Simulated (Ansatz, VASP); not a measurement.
# ZrB2 in two plane-wave programs

One calculation is typed for both programs; each brings its own data sets. How far apart do they land? The cell is taken from a series of runs on this material, whose earlier steps may have relaxed, scaled, displaced or heated it; both programs get it as it stands.

Program: Ansatz 0.2.0. Level of theory: plane waves, with VASP 6.6.1 beside it; zone-centre phonons at PBEsol. Results are calculated unless marked as measured.

## 1. The starting structure

Symmetry: P6/mmm, No. 191, hexagonal system. Conventional cell: a = 3.149 Å, b = 3.149 Å, c = 3.543 Å, α = 90.00°, β = 90.00°, γ = 120.00°. Nearest to B lie 3 B at 1.82 Å and 6 Zr at 2.54 Å. Nearest to Zr lie 12 B at 2.54 Å. Farther neighbours are not listed.

Structure file:

```cif
data_structure
_symmetry_space_group_name_H-M 'P 1'
_symmetry_Int_Tables_number 1
_cell_length_a 3.1486
_cell_length_b 3.1486
_cell_length_c 3.5425
_cell_angle_alpha 90.000
_cell_angle_beta 90.000
_cell_angle_gamma 120.000
_cell_volume 30.41
loop_
_atom_site_label
_atom_site_type_symbol
_atom_site_fract_x
_atom_site_fract_y
_atom_site_fract_z
_atom_site_occupancy
B1 B 0.33333 0.66667 0.50000 1
B2 B 0.66667 0.33333 0.50000 1
Zr3 Zr 0.00000 0.00000 0.00000 1
```

## 2. VASP: zone-centre phonons, PBEsol

Second derivatives magnify differences that forces hide, and they need a tight electronic threshold.

Lines of VASP's logs that name or quote its potential files are left out, and so is its time.

Input file INCAR:

```
SYSTEM = ZrB2
PREC = Accurate
ENCUT = 500
EDIFF = 1E-08
NELM = 120
ISMEAR = 1
SIGMA = 0.2
LREAL = .FALSE.
ALGO = Normal
GGA = PS
NBANDS = 15
LASPH = .TRUE.
LORBIT = 11
LWAVE = .FALSE.
LCHARG = .FALSE.
ISIF = 2
IBRION = 8
GGA_COMPAT = .FALSE.
KPAR = 2
```

Input file POSCAR:

```
ZrB2
1.0
    3.1485985896      0.0000000000      0.0000000000
   -1.5742992948      2.7267663649      0.0000000000
    0.0000000000      0.0000000000      3.5425100552
B Zr
2 1
Direct
    0.3333333335      0.6666666665      0.5000000000
    0.6666666665      0.3333333335      0.5000000000
    0.0000000000      0.0000000000      0.0000000000
```

Input file KPOINTS:

```
Automatic mesh
0
Gamma
15 15 12
0 0 0
```

The projector-augmented-wave data sets are B and Zr_sv (PBE family, release 64).

The run is started by

```sh
> mpirun -np 2 vasp_std
```

Numbers of over 12 decimals in the logs are rounded to 6 here.

What it wrote:

```text
[banner, memory and clock lines left out]
running    2 mpi-ranks, on    1 nodes
 distrk:  each k-point on    1 cores,    2 groups
 distr:  one band on    1 cores,    1 groups

 POSCAR found type information on POSCAR B Zr
 POSCAR found :  2 types and       3 ions
|                                                                             |
|               ----> ADVICE to this user running VASP <----                  |
|                                                                             |
|     You enforced a specific xc type in the INCAR file but a different       |
|     [... a line on the potential file left out ...]
|     I HOPE YOU KNOW WHAT YOU ARE DOING!                                     |
|                                                                             |

 LDA part: xc-table for (Slater+PW92), standard interpolation
 POSCAR, INCAR and KPOINTS ok, starting setup
 FFT: planning ... GRIDC
 FFT: planning ... GRID_SOFT
 FFT: planning ... GRID
 WAVECAR not read
 entering main loop
       N       E                     dE             d eps       ncg     rms          rms(c)
DAV:   1     0.100522281313E+03    0.10052E+03   -0.95516E+03  5670   0.116E+03
DAV:   2    -0.247494016486E+02   -0.12527E+03   -0.12012E+03  7063   0.299E+02
DAV:   3    -0.289478054768E+02   -0.41984E+01   -0.41670E+01  9320   0.474E+01
DAV:   4    -0.290052924159E+02   -0.57487E-01   -0.57478E-01  6300   0.526E+00
DAV:   5    -0.290068640280E+02   -0.15716E-02   -0.15716E-02  9070   0.565E-01    0.226E+01
DAV:   6    -0.264489448661E+02    0.25579E+01   -0.59866E+00  7109   0.170E+01    0.934E+00
DAV:   7    -0.264027248704E+02    0.46220E-01   -0.68444E-01  8306   0.527E+00    0.334E+00
DAV:   8    -0.264026623869E+02    0.62484E-04   -0.99232E-02  6789   0.266E+00    0.505E-01
DAV:   9    -0.263989578769E+02    0.37045E-02   -0.20703E-02  7166   0.110E+00    0.202E-01
DAV:  10    -0.263986063239E+02    0.35155E-03   -0.15608E-03  6685   0.377E-01    0.380E-02
DAV:  11    -0.263986133071E+02   -0.69832E-05   -0.67830E-05  7823   0.779E-02    0.115E-02
DAV:  12    -0.263986114660E+02    0.18411E-05   -0.30236E-06  7296   0.121E-02    0.551E-03
DAV:  13    -0.263986113041E+02    0.16190E-06   -0.54239E-07  8331   0.585E-03    0.188E-03
DAV:  14    -0.263986112600E+02    0.44080E-07   -0.30719E-08  6039   0.173E-03    0.513E-04
DAV:  15    -0.263986112295E+02    0.30523E-07   -0.39306E-09  3388   0.564E-04    0.152E-04
DAV:  16    -0.263986112221E+02    0.73449E-08   -0.11016E-09  3115   0.279E-04
   1 F= -.26398611E+02 E0= -.26398790E+02  d E =0.537369E-03
 Linear response reoptimize wavefunctions to high precision
DAV:   1    -0.263986112209E+02    0.11948E-08   -0.32377E-10  4102   0.130E-04
DAV:   2    -0.263986112210E+02   -0.17735E-10   -0.11627E-10  3024   0.592E-05
 Linear response DOF=           4
 Linear response progress:
  Degree of freedom:   1/  4
       N       E                     dE             d eps       ncg     rms          rms(c)
RMM:   1    -0.475809741372E-01   -0.47581E-01   -0.23061E-02 57739   0.103E+00
RMM:   2    -0.426489861320E-01    0.49320E-02   -0.23100E-03 47054   0.249E-01    0.141E-01
RMM:   3    -0.426013228678E-01    0.47663E-04   -0.65217E-04 44865   0.123E-01    0.704E-02
RMM:   4    -0.430557014722E-01   -0.45438E-03   -0.41094E-04 43918   0.968E-02    0.829E-03
RMM:   5    -0.430593473606E-01   -0.36459E-05   -0.49794E-05 52587   0.274E-02    0.223E-03
RMM:   6    -0.430600753602E-01   -0.72800E-06   -0.94380E-06 56132   0.975E-03    0.116E-03
RMM:   7    -0.430569020362E-01    0.31733E-05   -0.32808E-06 55743   0.461E-03    0.280E-04
RMM:   8    -0.430585869620E-01   -0.16849E-05   -0.20207E-07 58337   0.210E-03    0.147E-04
RMM:   9    -0.430581488206E-01    0.43814E-06    0.21261E-07 59004   0.968E-04    0.326E-05
RMM:  10    -0.430583475080E-01   -0.19869E-06   -0.68254E-08 58473   0.469E-04    0.241E-05
RMM:  11    -0.430582244577E-01    0.12305E-06    0.99947E-08 58719   0.235E-04    0.741E-06
RMM:  12    -0.430582204816E-01    0.39762E-08    0.94064E-09 60057   0.119E-04    0.512E-06
 first order change of Fermi-energy   0.18003E-04
 force on displaced ion       1 direction 1 : -15.941  -0.001   0.000
 Linear response progress:
  Degree of freedom:   2/  4
       N       E                     dE             d eps       ncg     rms          rms(c)
RMM:   1    -0.470137506407E-01   -0.47014E-01   -0.15151E-03 20238   0.109E+00
RMM:   2    -0.443939342084E-01    0.26198E-02   -0.18753E-03 16274   0.243E-01    0.115E-01
RMM:   3    -0.443423456913E-01    0.51589E-04   -0.89710E-04 15863   0.141E-01    0.531E-02
RMM:   4    -0.446996929542E-01   -0.35735E-03   -0.33258E-04 16773   0.881E-02    0.121E-02
RMM:   5    -0.447660222196E-01   -0.66329E-04   -0.52200E-05 18231   0.334E-02    0.388E-03
RMM:   6    -0.447756827716E-01   -0.96606E-05   -0.11963E-05 19263   0.131E-02    0.764E-04
RMM:   7    -0.447690739519E-01    0.66088E-05   -0.49386E-06 19602   0.561E-03    0.255E-04
RMM:   8    -0.447697354078E-01   -0.66146E-06    0.28520E-07 19536   0.269E-03    0.137E-04
RMM:   9    -0.447688191175E-01    0.91629E-06   -0.82971E-08 19528   0.138E-03    0.924E-05
RMM:  10    -0.447693371098E-01   -0.51799E-06    0.17432E-07 19728   0.744E-04    0.101E-05
RMM:  11    -0.447693256854E-01    0.11424E-07    0.97255E-08 21059   0.364E-04    0.127E-05
RMM:  12    -0.447693210931E-01    0.45923E-08    0.17210E-07 20667   0.179E-04    0.831E-06
RMM:  13    -0.447693099785E-01    0.11115E-07    0.10693E-07 20411   0.943E-05    0.508E-06
RMM:  14    -0.447693240993E-01   -0.14121E-07    0.10850E-07 20560   0.497E-05    0.207E-06
RMM:  15    -0.447693286182E-01   -0.45189E-08    0.71703E-08 20204   0.265E-05    0.153E-06
 first order change of Fermi-energy  -0.65004E-04
 force on displaced ion       1 direction 3 :   0.000   0.000  -9.969
 Linear response progress:
  Degree of freedom:   3/  4
       N       E                     dE             d eps       ncg     rms          rms(c)
RMM:   1    -0.682437488573E+00   -0.68244E+00    0.29989E+00 15501   0.150E+01
RMM:   2    -0.627083537671E+00    0.55354E-01   -0.18684E-01 21361   0.281E+00    0.177E-01
RMM:   3    -0.628312591584E+00   -0.12291E-02   -0.32145E-02 25655   0.863E-01    0.562E-02
RMM:   4    -0.629882956673E+00   -0.15704E-02   -0.56933E-03 31640   0.302E-01    0.310E-02
RMM:   5    -0.630357184290E+00   -0.47423E-03   -0.94255E-04 31710   0.115E-01    0.181E-02
RMM:   6    -0.630337550600E+00    0.19634E-04   -0.14219E-04 31546   0.518E-02    0.491E-03
RMM:   7    -0.630314999752E+00    0.22551E-04   -0.40145E-05 32734   0.248E-02    0.369E-03
RMM:   8    -0.630307902570E+00    0.70972E-05   -0.15554E-05 33015   0.139E-02    0.979E-04
RMM:   9    -0.630313833150E+00   -0.59306E-05   -0.11110E-05 33400   0.833E-03    0.187E-04
RMM:  10    -0.630314596432E+00   -0.76328E-06   -0.79907E-06 34210   0.529E-03    0.153E-04
RMM:  11    -0.630315058089E+00   -0.46166E-06   -0.50349E-06 34979   0.368E-03    0.196E-04
RMM:  12    -0.630311854024E+00    0.32041E-05   -0.38460E-06 33220   0.282E-03    0.224E-04
RMM:  13    -0.630313157608E+00   -0.13036E-05   -0.27762E-06 32348   0.218E-03    0.166E-04
RMM:  14    -0.630318186976E+00   -0.50294E-05   -0.22835E-06 30319   0.185E-03    0.586E-05
[...]
RMM:  24    -0.630323856167E+00   -0.46115E-07   -0.32420E-07 29441   0.369E-04    0.340E-05
RMM:  25    -0.630323834568E+00    0.21598E-07   -0.27782E-07 28370   0.328E-04    0.409E-05
RMM:  26    -0.630323869172E+00   -0.34603E-07   -0.23964E-07 25137   0.292E-04    0.453E-05
RMM:  27    -0.630323864761E+00    0.44106E-08   -0.21011E-07 22578   0.262E-04    0.501E-05
RMM:  28    -0.630323898154E+00   -0.33392E-07   -0.18314E-07 24410   0.236E-04    0.536E-05
RMM:  29    -0.630323892052E+00    0.61015E-08   -0.16051E-07 18892   0.212E-04    0.576E-05
RMM:  30    -0.630323917993E+00   -0.25941E-07   -0.14147E-07 21399   0.192E-04    0.604E-05
RMM:  31    -0.630323918773E+00   -0.78063E-09   -0.12578E-07 16774   0.173E-04    0.635E-05
 first order change of Fermi-energy   0.86701E-04
 force on displaced ion       3 direction 1 : -13.348  -0.000   0.000
 Linear response progress:
  Degree of freedom:   4/  4
       N       E                     dE             d eps       ncg     rms          rms(c)
RMM:   1    -0.762793518869E+00   -0.76279E+00    0.26602E+00  6599   0.147E+01
RMM:   2    -0.706898319192E+00    0.55895E-01   -0.16276E-01  8858   0.267E+00    0.200E-01
RMM:   3    -0.709974131063E+00   -0.30758E-02   -0.35824E-02 10354   0.803E-01    0.629E-02
RMM:   4    -0.712317495614E+00   -0.23434E-02   -0.66448E-03 12044   0.281E-01    0.373E-02
RMM:   5    -0.712588398796E+00   -0.27090E-03   -0.10954E-03 12674   0.104E-01    0.253E-02
RMM:   6    -0.712406690225E+00    0.18171E-03   -0.12138E-04 12604   0.491E-02    0.616E-03
RMM:   7    -0.712470036279E+00   -0.63346E-04   -0.50116E-05 13001   0.218E-02    0.277E-03
RMM:   8    -0.712466684916E+00    0.33514E-05   -0.29204E-05 13465   0.112E-02    0.867E-04
RMM:   9    -0.712469942699E+00   -0.32578E-05   -0.20058E-05 13653   0.655E-03    0.760E-04
RMM:  10    -0.712471576647E+00   -0.16339E-05   -0.17578E-05 13412   0.461E-03    0.597E-05
RMM:  11    -0.712472330328E+00   -0.75368E-06   -0.11554E-05 13720   0.316E-03    0.392E-05
RMM:  12    -0.712473007499E+00   -0.67717E-06   -0.10737E-05 13840   0.237E-03    0.824E-05
RMM:  13    -0.712471670064E+00    0.13374E-05   -0.68645E-06 13147   0.185E-03    0.164E-04
RMM:  14    -0.712473901669E+00   -0.22316E-05   -0.64703E-06 12663   0.151E-03    0.505E-05
[...]
RMM:  26    -0.712478557560E+00    0.38243E-08   -0.50814E-07  9359   0.154E-04    0.884E-06
RMM:  27    -0.712478552572E+00    0.49888E-08   -0.35673E-07  8296   0.131E-04    0.107E-05
RMM:  28    -0.712478557840E+00   -0.52683E-08   -0.34678E-07  7767   0.112E-04    0.125E-05
RMM:  29    -0.712478555657E+00    0.21830E-08   -0.24405E-07  7527   0.966E-05    0.139E-05
RMM:  30    -0.712478564111E+00   -0.84543E-08   -0.23558E-07  7526   0.833E-05    0.150E-05
RMM:  31    -0.712478566714E+00   -0.26031E-08   -0.16756E-07  7822   0.721E-05    0.160E-05
RMM:  32    -0.712478572988E+00   -0.62737E-08   -0.16249E-07  7221   0.625E-05    0.168E-05
RMM:  33    -0.712478573165E+00   -0.17734E-09   -0.11641E-07  6928   0.544E-05    0.176E-05
 first order change of Fermi-energy   0.89484E-06
 force on displaced ion       3 direction 3 :   0.000   0.000 -14.266
 Linear response finished
```

OUTCAR, selected parts (step 2):

```text
ion  position               nearest neighbor table
   1  0.333  0.667  0.500-   2 1.82   2 1.82   2 1.82   3 2.54   3 2.54   3 2.54   3 2.54   3 2.54
                             3 2.54
   2  0.667  0.333  0.500-   1 1.82   1 1.82   1 1.82   3 2.54   3 2.54   3 2.54   3 2.54   3 2.54
                             3 2.54
   3  0.000  0.000  0.000-   1 2.54   1 2.54   2 2.54   2 2.54   2 2.54   2 2.54   1 2.54   1 2.54
                             1 2.54   2 2.54   1 2.54   2 2.54

  LATTYP: Found a hexagonal cell.
 ALAT       =     3.1485985896
 C/A-ratio  =     1.1251069180

 Subroutine GETGRP returns: Found 24 space group operations
 (whereof 24 operations were pure point group operations)

The static configuration has the point symmetry D_6h.

 Found    189 irreducible k-points:

   k-points           NKPTS =    189   k-points in BZ     NKDIM =    189   number of bands    NBANDS=     15

   dimension x,y,z NGX =    24 NGY =   24 NGZ =   28
   dimension x,y,z NGXF=    48 NGYF=   48 NGZF=   56

   ENCUT  =  500.0 eV  36.75 Ry    6.06 a.u.   5.74  5.74  6.46*2*pi/ulx,y,z

   NELECT =      18.0000    total number of electrons

 k-points in reciprocal lattice and weights: Automatic mesh
   0.00000000  0.00000000  0.00000000       0.000
   0.06666667  0.00000000  0.00000000       0.002
   0.13333333 -0.00000000  0.00000000       0.002
   0.20000000  0.00000000  0.00000000       0.002
   0.26666667 -0.00000000  0.00000000       0.002
   0.33333333 -0.00000000  0.00000000       0.002
   0.40000000  0.00000000  0.00000000       0.002
   0.46666667  0.00000000  0.00000000       0.002
   0.06666667  0.06666667  0.00000000       0.002
[...]
0.33333333  0.26666667  0.50000000       0.004
   0.33333333  0.33333333  0.50000000       0.001

 average (electrostatic) potential at core
       1 -21.9513       2 -21.9513       3 -72.4403

  Total        0.0609407      0.0609407     -0.6968326      0.0000000     -0.0000000      0.0000000
  in kB        3.2102703      3.2102703    -36.7081704      0.0000000     -0.0000000      0.0000000
  external PRESSURE =     -10.0958766 kB  Pullay stress =       0.0000000 kB

  energy-cutoff  :      500.00
  volume of cell :       30.41
      direct lattice vectors                 reciprocal lattice vectors
     3.148598590  0.000000000  0.000000000     0.317601616  0.183367378  0.000000000
    -1.574299295  2.726766365  0.000000000     0.000000000  0.366734757  0.000000000
     0.000000000  0.000000000  3.542510055     0.000000000  0.000000000  0.282285720

 POSITION                                       TOTAL-FORCE (eV/Angst)
 -----------------------------------------------------------------------------------
      0.00000      1.81784      1.77126        -0.000000     -0.000000      0.000000
      1.57430      0.90892      1.77126         0.000000     -0.000000      0.000000
      0.00000      0.00000      0.00000        -0.000000      0.000000      0.000000
 -----------------------------------------------------------------------------------
    total drift:                                0.000000     -0.000000      0.000000

 Eigenvectors and eigenvalues of the dynamical matrix
 ----------------------------------------------------

   1 f  =   23.875699 THz   150.015439 2PiTHz  796.407581 cm-1    98.741911 meV
             X         Y         Z           dx          dy          dz
      0.000000  1.817844  1.771255    -0.707107   -0.000001    0.000000
      1.574299  0.908922  1.771255     0.707107    0.000001   -0.000000
      0.000000  0.000000  0.000000    -0.000000   -0.000000    0.000000

   2 f  =   23.875699 THz   150.015439 2PiTHz  796.407581 cm-1    98.741911 meV
             X         Y         Z           dx          dy          dz
      0.000000  1.817844  1.771255    -0.000001    0.707107    0.000000
      1.574299  0.908922  1.771255     0.000001   -0.707107   -0.000000
      0.000000  0.000000  0.000000     0.000000    0.000000    0.000000

   3 f  =   17.014843 THz   106.907414 2PiTHz  567.554084 cm-1    70.367706 meV
             X         Y         Z           dx          dy          dz
      0.000000  1.817844  1.771255    -0.000000   -0.000000   -0.707107
      1.574299  0.908922  1.771255    -0.000000   -0.000000    0.707107
      0.000000  0.000000  0.000000     0.000000   -0.000000   -0.000000

   4 f  =   14.122507 THz    88.734326 2PiTHz  471.076112 cm-1    58.405968 meV
             X         Y         Z           dx          dy          dz
      0.000000  1.817844  1.771255    -0.000000    0.000000   -0.635753
      1.574299  0.908922  1.771255    -0.000000    0.000000   -0.635753
      0.000000  0.000000  0.000000     0.000000   -0.000000    0.437762

   5 f  =   13.655104 THz    85.797546 2PiTHz  455.485228 cm-1    56.472945 meV
             X         Y         Z           dx          dy          dz
      0.000000  1.817844  1.771255    -0.635694   -0.000000    0.000000
      1.574299  0.908922  1.771255    -0.635694   -0.000000   -0.000000
      0.000000  0.000000  0.000000     0.437934    0.000000    0.000000

   6 f  =   13.655104 THz    85.797546 2PiTHz  455.485228 cm-1    56.472945 meV
             X         Y         Z           dx          dy          dz
      0.000000  1.817844  1.771255    -0.000000    0.635694    0.000000
      1.574299  0.908922  1.771255    -0.000000    0.635694    0.000000
      0.000000  0.000000  0.000000     0.000000   -0.437934   -0.000000

   7 f/i=    0.000521 THz     0.003274 2PiTHz    0.017382 cm-1     0.002155 meV
             X         Y         Z           dx          dy          dz
      0.000000  1.817844  1.771255     0.000000    0.000000    0.309544
      1.574299  0.908922  1.771255     0.000000    0.000000    0.309544
      0.000000  0.000000  0.000000     0.000000    0.000000    0.899091

   8 f/i=    0.003114 THz     0.019567 2PiTHz    0.103878 cm-1     0.012879 meV
             X         Y         Z           dx          dy          dz
      0.000000  1.817844  1.771255    -0.006570   -0.309596    0.000000
      1.574299  0.908922  1.771255    -0.006570   -0.309596    0.000000
      0.000000  0.000000  0.000000    -0.019073   -0.898805    0.000000

   9 f/i=    0.003114 THz     0.019567 2PiTHz    0.103878 cm-1     0.012879 meV
             X         Y         Z           dx          dy          dz
      0.000000  1.817844  1.771255     0.309596   -0.006570    0.000000
      1.574299  0.908922  1.771255     0.309596   -0.006570    0.000000
      0.000000  0.000000  0.000000     0.898805   -0.019073    0.000000

 ELASTIC MODULI CONTR FROM IONIC RELAXATION (kBar)
 Direction    XX          YY          ZZ          XY          YZ          ZX
 --------------------------------------------------------------------------------
 XX          -5.3794      5.3794     -0.0000      0.0000      0.0000      0.0000
 YY           5.3794     -5.3794      0.0000     -0.0000      0.0000      0.0000
 ZZ          -0.0000      0.0000     -0.0000      0.0000      0.0000      0.0000
 XY           0.0000     -0.0000      0.0000     -5.3794      0.0000      0.0000
 YZ           0.0000      0.0000      0.0000      0.0000      0.0000      0.0000
 ZX           0.0000      0.0000      0.0000      0.0000      0.0000      0.0000
 --------------------------------------------------------------------------------
```

(Part 1 of 2 ends here.)

[Lines on the potential files, build, host, timing and source positions are cut from VASP's logs without a mark.]

[Logs are printed without paths, hosts, clocks, repeated set-up lines and the standing remarks that a program may print on its own settings, such as how far it seeks lower states.]

[Hosts, paths, dates, database ids (printed as entryN), source tags and the programs' standing remarks are cut or masked in the printed files.]
